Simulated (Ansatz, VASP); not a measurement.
**Ti19Si9O56 (glassy 68TiO2-32SiO2 (mol %)) in two plane-wave programs**

One calculation is typed for both programs; each brings its own data sets. How far apart do they land? The structure shown is the start of the Ansatz relaxation below; VASP solves that cell, so the two are compared at the walk's first step.

Program: Ansatz 0.2.0. Level of theory: plane waves, with VASP 6.6.1 beside it; single point at PBE. Results are calculated unless marked as measured.

**1. The starting structure**

The cell holds 84 atoms: 19 Ti, 9 Si and 56 O. Its edges and angles: a = 10.431 Å, b = 10.148 Å, c = 10.285 Å, α = 90.8°, β = 91.3°, γ = 89.1°. As first built, before any earlier steps moved the atoms (in the runner's words): 84 atoms (19 Ti, 9 Si, 56 O) placed at random at 3.07 g/cm^3, melted at 4000 K for 10 ps at fixed volume with the Morse and Coulomb pair potential with partial charges (Pedone, Malavasi, Menziani, Cormack and Segre, J. Phys. Chem. B 110, 11780 (2006)). Quenched from 4000 K to 300 K at 10 K/ps and fixed volume, held 10 ps at zero pressure.

**2. Ansatz: relaxation, PBE**

Ansatz runs on its default PAW (the set named soft_2) files.

The two programs are compared at the cell with which this relaxation starts, whose forces are those of its first step.

The input, input.yaml:

```yaml
crystal:
  lattice:
    - [10.43006, 0.0801, -0.1134]
    - [0.07728, 10.14762, -0.06766]
    - [-0.11408, -0.06879, 10.28421]
  atoms:
    - { symbol: Ti, position: [0.71064, 0.46041, 0.64829] }
    - { symbol: Ti, position: [0.1896, 0.43138, 0.90619] }
    - { symbol: Ti, position: [0.59026, 0.74426, 0.30594] }
    - { symbol: Ti, position: [0.44185, 0.31268, 0.15047] }
    - { symbol: Ti, position: [0.4839, 0.71877, 0.63638] }
    - { symbol: Ti, position: [0.97658, 0.88452, 0.14207] }
    - { symbol: Ti, position: [0.23475, 0.63171, 0.44383] }
    - { symbol: Ti, position: [0.90165, 0.81962, 0.77492] }
    - { symbol: Ti, position: [0.73197, 0.29511, 0.96912] }
    - { symbol: Ti, position: [0.84013, 0.13934, 0.69052] }
    - { symbol: Ti, position: [0.0, 0.451, 0.61205] }
    - { symbol: Ti, position: [0.13196, 0.07414, 0.86456] }
    - { symbol: Ti, position: [0.88299, 0.90367, 0.46752] }
    - { symbol: Ti, position: [0.5938, 0.02535, 0.78251] }
    - { symbol: Ti, position: [0.39198, 0.96422, 0.08497] }
    - { symbol: Ti, position: [0.06806, 0.17604, 0.40289] }
    - { symbol: Ti, position: [0.0478, 0.22955, 0.10542] }
    - { symbol: Ti, position: [0.42391, 0.61041, 0.04267] }
    - { symbol: Ti, position: [0.24589, 0.78472, 0.87222] }
    - { symbol: Si, position: [0.72345, 0.58375, 0.93218] }
    - { symbol: Si, position: [0.67495, 0.97261, 0.09392] }
    - { symbol: Si, position: [0.76382, 0.20831, 0.2696] }
    - { symbol: Si, position: [0.31211, 0.95298, 0.39609] }
    - { symbol: Si, position: [0.0735, 0.57519, 0.17257] }
    - { symbol: Si, position: [0.61201, 0.03831, 0.46242] }
    - { symbol: Si, position: [0.34349, 0.22877, 0.71428] }
    - { symbol: Si, position: [0.80239, 0.51647, 0.22904] }
    - { symbol: Si, position: [0.44311, 0.38665, 0.48092] }
    - { symbol: O, position: [0.04575, 0.72094, 0.10402] }
    - { symbol: O, position: [0.31688, 0.36037, 0.80213] }
    - { symbol: O, position: [0.57446, 0.62092, 0.95703] }
    - { symbol: O, position: [0.07269, 0.86351, 0.83722] }
    - { symbol: O, position: [0.19946, 0.05673, 0.4338] }
    - { symbol: O, position: [0.8393, 0.31248, 0.65386] }
    - { symbol: O, position: [0.65881, 0.08595, 0.60867] }
    - { symbol: O, position: [0.92055, 0.79484, 0.59903] }
    - { symbol: O, position: [0.97508, 0.88227, 0.3178] }
    - { symbol: O, position: [0.78388, 0.53515, 0.07202] }
    - { symbol: O, position: [0.4777, 0.64234, 0.20915] }
    - { symbol: O, position: [0.75458, 0.36951, 0.27099] }
    - { symbol: O, position: [0.1965, 0.59586, 0.27361] }
    - { symbol: O, position: [0.06177, 0.31049, 0.51486] }
    - { symbol: O, position: [0.97554, 0.12084, 0.79811] }
    - { symbol: O, position: [0.43741, 0.34938, 0.32627] }
    - { symbol: O, position: [0.72881, 0.63619, 0.30318] }
    - { symbol: O, position: [0.3814, 0.7841, 0.00965] }
    - { symbol: O, position: [0.35183, 0.43618, 0.06149] }
    - { symbol: O, position: [0.91202, 0.1648, 0.29294] }
    - { symbol: O, position: [0.95368, 0.5342, 0.26521] }
    - { symbol: O, position: [0.70589, 0.91053, 0.42227] }
    - { symbol: O, position: [0.37115, 0.5304, 0.50806] }
    - { symbol: O, position: [0.65624, 0.15924, 0.37025] }
    - { symbol: O, position: [0.06364, 0.45113, 0.77973] }
    - { symbol: O, position: [0.21974, 0.12828, 0.72479] }
    - { symbol: O, position: [0.57267, 0.90326, 0.19279] }
    - { symbol: O, position: [0.37015, 0.27313, 0.56483] }
    - { symbol: O, position: [0.72744, 0.44277, 0.84697] }
    - { symbol: O, position: [0.80631, 0.88603, 0.08767] }
    - { symbol: O, position: [0.71606, 0.12677, 0.13315] }
    - { symbol: O, position: [0.84471, 0.54207, 0.58074] }
    - { symbol: O, position: [0.54399, 0.872, 0.70453] }
    - { symbol: O, position: [0.27236, 0.97292, 0.94253] }
    - { symbol: O, position: [0.4583, 0.0052, 0.44444] }
    - { symbol: O, position: [0.71705, 0.17468, 0.84039] }
    - { symbol: O, position: [0.10373, 0.58027, 0.5394] }
    - { symbol: O, position: [0.59006, 0.33639, 0.06303] }
    - { symbol: O, position: [0.27678, 0.80957, 0.46081] }
    - { symbol: O, position: [0.13801, 0.25099, 0.25825] }
    - { symbol: O, position: [0.59314, 0.39416, 0.53093] }
    - { symbol: O, position: [0.04329, 0.03879, 0.07592] }
    - { symbol: O, position: [0.40804, 0.14128, 0.1138] }
    - { symbol: O, position: [0.15612, 0.2351, 0.96239] }
    - { symbol: O, position: [0.79091, 0.94907, 0.7749] }
    - { symbol: O, position: [0.81796, 0.68797, 0.86372] }
    - { symbol: O, position: [0.58011, 0.9798, 0.96557] }
    - { symbol: O, position: [0.89022, 0.28427, 0.04314] }
    - { symbol: O, position: [0.92341, 0.06441, 0.53303] }
    - { symbol: O, position: [0.32366, 0.74757, 0.72663] }
    - { symbol: O, position: [0.46255, 0.14032, 0.77113] }
    - { symbol: O, position: [0.52655, 0.73334, 0.46231] }
    - { symbol: O, position: [0.31193, 0.92932, 0.23686] }
    - { symbol: O, position: [0.59703, 0.60163, 0.69271] }
    - { symbol: O, position: [0.24298, 0.60832, 0.92773] }
    - { symbol: O, position: [0.09035, 0.45236, 0.06985] }
kpoints:
  mp_grid: { grid: [1, 1, 1] }
hamiltonian:
  xc: pbe
scf:
  occupations: { method: gaussian, width: 0.025 }
output:
  forces: true
  eigenvalues: true
  stress: true
relax:
  f_tol: 0.05
  max_steps: 70
```

On the command line:

```sh
$ ansatz run input.yaml --threads 4 --pin off --max-ram 8192MiB --backend cpu --events-out ev --progress --plain --runs-dir out
```

Numbers of over 12 decimals in the logs are rounded to 6 here.

What it wrote:

```text
Warning: output.stress: scf.convergence.dr2_threshold = 1e-7 eV (the SCF's general default) is looser than the 8.4e-9 eV advised for a printed stress (1e-10 eV for each atom of the cell: 84). What an SCF threshold leaves in a stress goes as its square root, and in the free energy as the threshold itself, and one threshold admits the most on a small cell: [figures from the program's tests cut] Every solve of this run  [...]
Engine: ansatz 0.2.0, aarch64-unknown-linux-gnu
Pseudopotentials: kind: paw
Pseudopotential: Ti, paw, valence charge 12, recommended cutoff 420 eV (normal), Ti.paw.azcp
Pseudopotential: Si, paw, valence charge 4, recommended cutoff 420 eV (normal), Si.paw.azcp
Pseudopotential: O, paw, valence charge 6, recommended cutoff 420 eV (normal), O.paw.azcp
Functional definition: PBE
  parameter kappa = 0.804
  parameter beta = 0.066725
  exchange = pbe_x(kappa = kappa, mu = beta*pi^2/3)
  correlation = pbe_c(beta = beta)
Crystal: 84 atoms, lattice volume = 1088.241 Å³
Basis set: ecut = 420 eV, 21261 PW (Γ), exchange–correlation on 144×144×144 points (8 copies of the dense FFT grid, shifted against one another)
Bands: 384, of which v1, the nominal top of the filled ones, is band 300 counted from 1 (299 counted from 0)
Symmetry: 1 space group operations
Space group: P1 (ITA 1), of the structure as read, at distance tolerance 1.0e-4 Å
k-points: 1
Non-local potential: Ti, projectors of the file, l = 0: 3, l = 1: 2, l = 2: 3, l = 3: 1
Non-local potential: Si, projectors of the file, l = 0: 2, l = 1: 2, l = 2: 2
Non-local potential: O, projectors of the file, l = 0: 2, l = 1: 2, l = 2: 1
PAW form: soft (Blöchl's): semilocal exchange-correlation on the pseudo side does not see the compensation charge
PAW one-centre angular grid: Ti, 590 points (default); XC on 64 Gauss nodes
PAW one-centre angular grid: Si, 110 points (default); XC on 64 Gauss nodes
PAW one-centre angular grid: O, 110 points (default); XC on 64 Gauss nodes
Initial density: superposition of atomic densities (neutral atoms: chi_scale 0, normalization atom), corrected by the library's trained network
Initial wavefunctions: pseudopotential atomic-orbital guess
Functional: x = pbe(κ = 0.804, μ = 0.219515), c = pbe(β = 0.066725)
SCF iter   1: F=—  HF=-85094.002699 eV  |F-HF|=—  |Δ(HF+E_count)|=         —  Δρ=4.02e-3  dr2=1.88e-1  ethr=1.77e-3  ⟨swp⟩=6.0  Hψ=1448  notcnv=0  defer=47
preconditioner: auto → Resta (q_TF=auto, 2.471 Å⁻¹)  ε∞=6.0  [insulator: Δε(μ)=2.934 eV  Ē_g=10.665 eV  σ=0.025 eV  W_gap=1.00  n_scr=256 (ndim 8)  ℏωp=23.8 eV  f_vac=0.124  D(μ)=0.00/eV (n_scr^D=0)  ε∞_Penn≈6.0]
SCF iter   2: F=—  HF=-85093.992164 eV  |F-HF|=—  |Δ(HF+E_count)|=   1.05e-2  Δρ=2.25e-3  dr2=4.25e-2  ethr=3.13e-5  ⟨swp⟩=2.0  Hψ=624  notcnv=0  defer=71
SCF iter   3: F=—  HF=-85093.993964 eV  |F-HF|=—  |Δ(HF+E_count)|=   1.80e-3  Δρ=1.16e-3  dr2=1.66e-2  ethr=7.08e-6  ⟨swp⟩=2.0  Hψ=499  notcnv=0  defer=71
SCF iter   4: F=—  HF=-85093.994037 eV  |F-HF|=—  |Δ(HF+E_count)|=   7.26e-5  Δρ=4.19e-4  dr2=2.88e-3  ethr=2.77e-6  ⟨swp⟩=2.0  Hψ=544  notcnv=0  defer=71
SCF iter   5: F=—  HF=-85093.993854 eV  |F-HF|=—  |Δ(HF+E_count)|=   1.83e-4  Δρ=2.02e-4  dr2=5.92e-4  ethr=4.80e-7  ⟨swp⟩=2.0  Hψ=487  notcnv=0  defer=71
SCF iter   6: F=—  HF=-85093.993903 eV  |F-HF|=—  |Δ(HF+E_count)|=   4.90e-5  Δρ=1.25e-4  dr2=2.06e-4  ethr=9.87e-8  ⟨swp⟩=2.0  Hψ=486  notcnv=0  defer=71
SCF iter   7: F=-85093.993907 eV  HF=-85093.993923 eV  |F-HF|=1.56e-5  |Δ(HF+E_count)|=   1.99e-5  Δρ=6.05e-5  dr2=4.67e-5  ethr=1.04e-8  ⟨swp⟩=9.0  Hψ=1742  notcnv=0
SCF 1 converged in 7 iterations: F = -85093.993907 eV  dr2 = 4.67e-5
  greatest PAW one-centre occupation: 0.999 electrons in one spin orbital (limit 2), on the Ti atom at site 13 (counted from 0), in its partial waves of l = 0
relax step   1: F+E_penalty+E_count = -85093.99390693 eV  Δ(F+E_penalty+E_count) = +0.000e0 eV  max|allowed force component| = 5.663e-1 eV/Å  Δτ_max = 0.0000 Å  (7 SCF iters, dr2 threshold 6.25e-5 eV, accepted)
Initial density: handed on by an earlier stage of this run
[...]
--- Relaxed structure (7 steps of the walk, 5 accepted, 0 SCFs on fresh bases) ---
  F+E_penalty+E_count = -85094.07806604 eV   max|allowed force component| = 4.858e-2 eV/Å
  atoms:
    - { symbol: Ti, position: [0.710400, 0.459725, 0.647538] }
    - { symbol: Ti, position: [0.188138, 0.434306, 0.905288] }
    - { symbol: Ti, position: [0.590223, 0.744009, 0.305649] }
    - { symbol: Ti, position: [0.441738, 0.312981, 0.149885] }
    - { symbol: Ti, position: [0.484374, 0.721165, 0.636216] }
    - { symbol: Ti, position: [0.977307, 0.884110, 0.144581] }
    - { symbol: Ti, position: [0.234254, 0.633126, 0.443692] }
    - { symbol: Ti, position: [0.902842, 0.818324, 0.777045] }
    - { symbol: Ti, position: [0.731584, 0.295678, 0.968596] }
    - { symbol: Ti, position: [0.839160, 0.139026, 0.690798] }
    - { symbol: Ti, position: [0.000453111, 0.454299, 0.610503] }
    - { symbol: Ti, position: [0.133634, 0.076366, 0.861148] }
    - { symbol: Ti, position: [0.883729, 0.902528, 0.469198] }
    - { symbol: Ti, position: [0.594659, 0.024900, 0.782865] }
    - { symbol: Ti, position: [0.392746, 0.965190, 0.083820] }
    - { symbol: Ti, position: [0.066668, 0.176730, 0.402461] }
    - { symbol: Ti, position: [0.048001, 0.225984, 0.104124] }
    - { symbol: Ti, position: [0.425181, 0.610021, 0.043312] }
    - { symbol: Ti, position: [0.246221, 0.785947, 0.871624] }
    - { symbol: Si, position: [0.724649, 0.584141, 0.932300] }
    - { symbol: Si, position: [0.674905, 0.972904, 0.094871] }
    - { symbol: Si, position: [0.762588, 0.207298, 0.270598] }
    - { symbol: Si, position: [0.313263, 0.953510, 0.395594] }
    - { symbol: Si, position: [0.073120, 0.573259, 0.173502] }
    - { symbol: Si, position: [0.611782, 0.038483, 0.462759] }
    - { symbol: Si, position: [0.342658, 0.229823, 0.712539] }
    - { symbol: Si, position: [0.803187, 0.514508, 0.229193] }
    - { symbol: Si, position: [0.443714, 0.386550, 0.480351] }
    - { symbol: O, position: [0.044485, 0.719502, 0.105332] }
    - { symbol: O, position: [0.315431, 0.360946, 0.801297] }
    - { symbol: O, position: [0.575085, 0.622336, 0.957129] }
    - { symbol: O, position: [0.073456, 0.862835, 0.837575] }
    - { symbol: O, position: [0.199410, 0.057573, 0.434312] }
    - { symbol: O, position: [0.838276, 0.311527, 0.654024] }
    - { symbol: O, position: [0.658260, 0.085519, 0.608983] }
    - { symbol: O, position: [0.921158, 0.793138, 0.601312] }
    - { symbol: O, position: [0.976955, 0.879328, 0.320316] }
    - { symbol: O, position: [0.784768, 0.534562, 0.072352] }
    - { symbol: O, position: [0.479396, 0.641374, 0.209483] }
    - { symbol: O, position: [0.754018, 0.368857, 0.271038] }
    - { symbol: O, position: [0.195829, 0.593980, 0.274445] }
    - { symbol: O, position: [0.060083, 0.311662, 0.514144] }
    - { symbol: O, position: [0.974466, 0.120695, 0.799335] }
    - { symbol: O, position: [0.437977, 0.349181, 0.325740] }
    - { symbol: O, position: [0.730104, 0.635732, 0.303639] }
    - { symbol: O, position: [0.378591, 0.783156, 0.012510] }
    - { symbol: O, position: [0.350913, 0.438072, 0.062031] }
    - { symbol: O, position: [0.910713, 0.161358, 0.294833] }
    - { symbol: O, position: [0.954430, 0.530169, 0.265722] }
    - { symbol: O, position: [0.706773, 0.909904, 0.422357] }
    - { symbol: O, position: [0.371349, 0.531507, 0.506898] }
    - { symbol: O, position: [0.655036, 0.159484, 0.371000] }
[...]
- { symbol: O, position: [0.923210, 0.062603, 0.534893] }
    - { symbol: O, position: [0.324687, 0.750026, 0.725347] }
    - { symbol: O, position: [0.461475, 0.139753, 0.770659] }
    - { symbol: O, position: [0.527886, 0.733371, 0.462383] }
    - { symbol: O, position: [0.313539, 0.931548, 0.236272] }
    - { symbol: O, position: [0.595858, 0.600948, 0.693678] }
    - { symbol: O, position: [0.242436, 0.609115, 0.924359] }
    - { symbol: O, position: [0.090410, 0.453017, 0.068152] }
```

The column dr2 measures how far the density is from self-consistency, as an energy; F and HF (Harris–Foulkes) agree once it is small.

**3. VASP: single point, PBE, start cell, pair 1**

The same cell, functional, mesh and smearing now go to VASP, with its own data sets.

Lines of VASP's logs that name or quote its potential files are left out, and so is its time.

The input, INCAR:

```
SYSTEM = Ti19Si9O56
PREC = Accurate
ENCUT = 520
EDIFF = 1E-06
NELM = 120
ISMEAR = 0
SIGMA = 0.025
LREAL = Auto
ALGO = Normal
GGA = PE
NBANDS = 360
LASPH = .TRUE.
LORBIT = 11
LWAVE = .FALSE.
LCHARG = .FALSE.
ISIF = 2
GGA_COMPAT = .FALSE.
EFERMI = MIDGAP
NCORE = 2
```

The input, POSCAR:

```
Ti19Si9O56
1.0
   10.4300600000      0.0801000000     -0.1134000000
    0.0772800000     10.1476200000     -0.0676600000
   -0.1140800000     -0.0687900000     10.2842100000
Ti Si O
19 9 56
Direct
    0.7106360110      0.4604107996      0.6482887376
    0.1896002301      0.4313770219      0.9061938287
    0.5902636893      0.7442598134      0.3059440172
    0.4418480488      0.3126800943      0.1504696524
    0.4839044125      0.7187711121      0.6363840114
    0.9765765449      0.8845176798      0.1420712185
    0.2347459167      0.6317075389      0.4438320026
    0.9016498740      0.8196192153      0.7749163554
    0.7319662353      0.2951071804      0.9691237268
    0.8401300235      0.1393436849      0.6905244777
    0.9999970069      0.4510025914      0.6120464767
    0.1319646665      0.0741358539      0.8645565216
    0.8829861764      0.9036733247      0.4675199329
    0.5938037774      0.0253522385      0.7825056743
    0.3919803752      0.9642209433      0.0849739322
    0.0680588373      0.1760376764      0.4028922573
    0.0478028229      0.2295536072      0.1054191267
    0.4239089722      0.6104072143      0.0426742968
    0.2458911836      0.7847164187      0.8722184760
    0.7234503810      0.5837503073      0.9321800915
    0.6749482186      0.9726120105      0.0939154351
    0.7638170384      0.2083113045      0.2695988506
    0.3121113288      0.9529768466      0.3960899124
    0.0735025848      0.5751874405      0.1725706083
    0.6120091058      0.0383131946      0.4624170552
    0.3434885667      0.2287651735      0.7142823664
    0.8023938698      0.5164742259      0.2290439529
    0.4431118568      0.3866511961      0.4809226673
    0.0457478336      0.7209366485      0.1040202775
    0.3168781468      0.3603699067      0.8021342047
    0.5744639177      0.6209159638      0.9570259050
    0.0726916489      0.8635098585      0.8372221405
    0.1994622777      0.0567289623      0.4337967918
    0.8392994442      0.3124822419      0.6538585954
    0.6588068661      0.0859512090      0.6086733116
    0.9205519471      0.7948436375      0.5990318859
    0.9750829037      0.8822716692      0.3178045667
    0.7838842975      0.5351466980      0.0720230825
    0.4776980828      0.6423401487      0.2091489475
    0.7545842159      0.3695052523      0.2709853820
    0.1964960510      0.5958621370      0.2736134992
    0.0617676330      0.3104934483      0.5148584516
    0.9755369941      0.1208422548      0.7981072034
    0.4374107808      0.3493831650      0.3262712107
    0.7288090920      0.6361864465      0.3031823860
    0.3813981365      0.7840965236      0.0096461001
    0.3518299476      0.4361760235      0.0614932198
    0.9120161583      0.1647971601      0.2929415879
    0.9536831425      0.5341995350      0.2652115825
    0.7058930926      0.9105293845      0.4222740196
    0.3711454936      0.5304022573      0.5080579758
    0.6562408715      0.1592397387      0.3702464142
    0.0636418494      0.4511343684      0.7797332743
    0.2197370355      0.1282820407      0.7247905034
    0.5726706750      0.9032552313      0.1927863301
    0.3701540263      0.2731286238      0.5648324324
    0.7274363876      0.4427733425      0.8469731103
    0.8063068680      0.8860250402      0.0876667875
    0.7160642846      0.1267689253      0.1331535310
    0.8447084726      0.5420668147      0.5807413677
    0.5439934544      0.8719966291      0.7045254958
    0.2723605605      0.9729198379      0.9425335970
    0.4583003348      0.0051995669      0.4444408526
    0.7170497910      0.1746788547      0.8403885391
    0.1037282084      0.5802736837      0.5394020636
    0.5900631149      0.3363913418      0.0630260755
    0.2767774517      0.8095720194      0.4608095523
    0.1380112243      0.2509859999      0.2582533987
    0.5931421301      0.3941625947      0.5309334756
    0.0432943407      0.0387927783      0.0759158261
    0.4080383174      0.1412788761      0.1137987725
    0.1561180730      0.2350992333      0.9623890025
    0.7909117001      0.9490652128      0.7748969672
    0.8179595190      0.6879738227      0.8637226309
    0.5801052563      0.9798016493      0.9655653974
    0.8902205080      0.2842697202      0.0431423216
    0.9234108229      0.0644093684      0.5330280814
    0.3236626988      0.7475702957      0.7266269316
    0.4625502199      0.1403181884      0.7711284701
    0.5265519499      0.7333370515      0.4623134471
    0.3119256579      0.9293222027      0.2368631436
    0.5970273074      0.6016316991      0.6927133244
    0.2429828093      0.6083156355      0.9277341562
    0.0903456139      0.4523591045      0.0698499748
```

The input, KPOINTS:

```
Automatic mesh
0
Gamma
1 1 1
0 0 0
```

The projector-augmented-wave data sets are Ti_sv, Si and O (PBE family, release 64).

On the command line:

```sh
$ mpirun -np 8 vasp_gam
```

What it wrote:

```text
[banner, memory and clock lines left out]
running    8 mpi-ranks, on    1 nodes
[...]
LDA part: xc-table for (Slater+PW92), standard interpolation
 POSCAR, INCAR and KPOINTS ok, starting setup
[...]
entering main loop
       N       E                     dE             d eps       ncg     rms          rms(c)
DAV:   1     0.108089466697E+05    0.10809E+05   -0.33370E+05   720   0.196E+03
DAV:   2     0.174001325947E+04   -0.90689E+04   -0.86293E+04   720   0.597E+02
DAV:   3    -0.635592028447E+03   -0.23756E+04   -0.22544E+04   856   0.268E+02
DAV:   4    -0.884615517466E+03   -0.24902E+03   -0.24809E+03   976   0.970E+01
[...]
DAV:  19    -0.716084689343E+03   -0.90986E-05   -0.10040E-05   832   0.102E-02    0.640E-03
DAV:  20    -0.716084690518E+03   -0.11746E-05   -0.50772E-06   696   0.583E-03    0.250E-03
DAV:  21    -0.716084690539E+03   -0.20664E-07   -0.84458E-07   432   0.300E-03
   1 F= -.71608469E+03 E0= -.71608469E+03  d E =0.000000E+00
```

From OUTCAR (step 3):

```text
  FREE ENERGIE OF THE ION-ELECTRON SYSTEM (eV)
  ---------------------------------------------------
  free  energy   TOTEN  =      -716.0846905386 eV

  energy  without entropy=     -716.0846905386  energy(sigma->0) =     -716.08469054
```

The run ends at a pressure of 0.63 GPa, with forces up to 0.67 eV/Å.

(Continued in part 2 of 3.)

[Lines on the potential files, build, host, timing and source positions are cut from VASP's logs without a mark.]

[Logs are printed without paths, hosts, clocks, repeated set-up lines and the standing remarks that a program may print on its own settings, such as how far it seeks lower states.]

[Hosts, paths, dates, database ids (printed as entryN), source tags and the programs' standing remarks are cut or masked in the printed files.]
